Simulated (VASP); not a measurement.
Wanted: the native input for a VASP 6.6.1 run.

| Quantity | Value |
| --- | --- |
| Task | single point |
| Functional | PBEsol |
| Potentials or basis | VASP PAW PBE potentials, release 54 (Fe, Ti_sv, Mg) |
| Cutoff | 520 eV |
| k mesh | 6 × 5 × 5 |
| Occupations | gaussian, width 0.05 eV |
| Spin | collinear spin, ferromagnetic start |
| Starting moments | [3.0, 1.0, 0.0, 0.0, 0.0, 0.0, 0.0, 0.0] μB |
| Further INCAR settings | ALGO = Normal; EDIFF = 1e-07 |

The structure of Mg6TiFe lies in POSCAR:

```
Mg6TiFe
1.0
    4.7824760000      0.0000000000      0.0000000000
    0.0000000000      3.0438550000      5.4901440000
    0.0000000000     -3.0438550000      5.4901440000
Fe Ti Mg
1 1 6
Cartesian
    0.0000000000      0.0000000000      8.8450502152
    2.3912380000      0.0000000000      7.5729948307
    2.3912380000      0.0000000000      1.8255717026
    2.3912380000     -1.5852275086      4.6190557924
    2.3912380000      1.5852275086      4.6190557924
    0.0000000000      0.0000000000      3.6321145661
    0.0000000000     -1.4648734819      6.4036490602
    0.0000000000      1.4648734819      6.4036490602
```

The cell comes from a database or a generator and needn't be the stable form of this composition.

These files were run (other wordings do the same):

INCAR

```
PREC     = Accurate       # precision mode
ENCUT    = 520            # plane-wave cutoff, eV
EDIFF    = 1E-7           # SCF threshold, eV
ISMEAR   = 0              # smearing method
SIGMA    = 0.05           # smearing width, eV
LREAL    = F              # projectors in reciprocal space
LASPH    = T              # aspherical terms in the spheres
NELM     = 120            # most SCF steps
ALGO     = Normal         # electronic algorithm
ISIF     = 2              # what is computed and relaxed
LWAVE    = F              # write WAVECAR
LCHARG   = F              # write CHGCAR
ISPIN    = 2              # spin polarisation
MAGMOM   = 3 1 0 0 0 0 0 0 # initial moments
LORBIT   = 11             # projections on sites
LMAXMIX  = 4              # l up to which the mixer works
GGA      = PS             # functional
```

KPOINTS

```
regular mesh
0
Gamma
  6 5 5
```

Potentials or basis: VASP PAW PBE potentials, release 54 (Fe, Ti_sv, Mg).

Launch:

```bash
$ cat potpaw_PBE.54/Fe/POTCAR potpaw_PBE.54/Ti_sv/POTCAR potpaw_PBE.54/Mg/POTCAR > POTCAR
$ mpirun -np 1 vasp_std > vasp.out
```

It gave:

The pressure is -1.6 GPa and the largest force is 0.142 eV/Å. The band gap on the k mesh is none (metal or under the smearing width), the net moment is 0.87 μB per cell and the site moments are Fe +2.39; Ti -1.01; Mg +0.01, -0.01 μB. The valence electrons inside the program's atomic spheres are Fe 6.85; Ti 10.15; Mg 0.39, 0.38, 0.36.

Caveat: the PAW data sets were made with another functional, which shifts forces and pressure a little.

It took 7.4 min on 1 thread of Intel(R) Xeon(R) Platinum 8375C CPU @ 2.90GHz (Ice Lake), on a shared host, peak memory 0.48 GiB.
